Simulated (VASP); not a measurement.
Input of a VASP 6.6.1 run:

Contents of INCAR:

```
ALGO = Fast ; EDIFF = 1E-7
ENCUT = 520 ; GGA = PS
ISIF = 2 ; ISMEAR = 0
LASPH = T ; LCHARG = T
LELF = T ; LREAL = Auto
LVHAR = T ; LWAVE = F
NBANDS = 52 ; NELECT = 76.0
NELM = 100 ; PREC = Accurate
SIGMA = 0.05
```

File KPOINTS:

```
k-points
0
Gamma
  4 4 4
```

File POSCAR:

```
Mg6Cd2O7
1.0
   -4.3913357382      4.3913357382      0.0000000000
    0.0000000000      4.3913357382     -4.3913357382
   -4.3913357382      0.0000000000     -4.3913357382
Mg Cd O
6 2 7
Direct
    0.0078331743      0.4921668257      0.0078331743
    0.4921668257      0.0078331743      0.4921668257
   -0.0024901335      0.0181564820      0.5024901335
    0.5024901335      0.4818435180     -0.0024901335
    0.5024901335      0.0181564820     -0.0024901335
   -0.0024901335      0.4818435180      0.5024901335
    0.0051763811     -0.0051763811      0.0051763811
    0.4948236189      0.5051763811      0.4948236189
    0.7500000000      0.2500000000      0.7500000000
    0.5000000000      0.7500000000      1.0000000000
    0.2500000000      0.2500000000      0.2500000000
    0.2500000000      0.7500000000      0.7500000000
    0.7500000000      0.2500000000      0.2500000000
    0.2500000000      0.2500000000      0.7500000000
    0.7500000000      0.7500000000      0.2500000000
```

Potentials or basis: VASP PAW PBE potentials, release 64 (Mg, Cd, O).

Launch:

```bash
$ cat potpaw_PBE.64/Mg/POTCAR potpaw_PBE.64/Cd/POTCAR potpaw_PBE.64/O/POTCAR > POTCAR
$ mpirun -np 1 vasp_std > vasp.out
```

Task: Predict the largest force.

Result: 5.658 eV/Å.

Task: What does it give for the band gap on the k mesh?

Result: None (metal or under the smearing width).

Forces on the atoms (eV/Å):
```
Mg  -0.297 -0.339 -0.339
Mg   0.297 -0.339 -0.339
Mg   0.000  1.152 -0.984
Mg   0.000 -4.018  3.983
Mg   0.000  3.983 -4.018
Mg   0.000 -0.984  1.152
Cd  -0.822  0.199  0.199
Cd   0.822  0.199  0.199
O    0.000  0.217  0.217
O    0.000  0.373  0.373
O    0.000 -0.170 -0.170
O    1.378 -0.637  0.501
O   -1.378 -0.637  0.501
O    1.378  0.501 -0.637
O   -1.378  0.501 -0.637
```

Caveat: the cell carries a net charge on a neutralising background, which shifts energy and pressure; the cell is charged against a uniform background, so pressure and absolute levels hang on convention; the PAW data sets were made with another functional, which shifts forces and pressure a little.
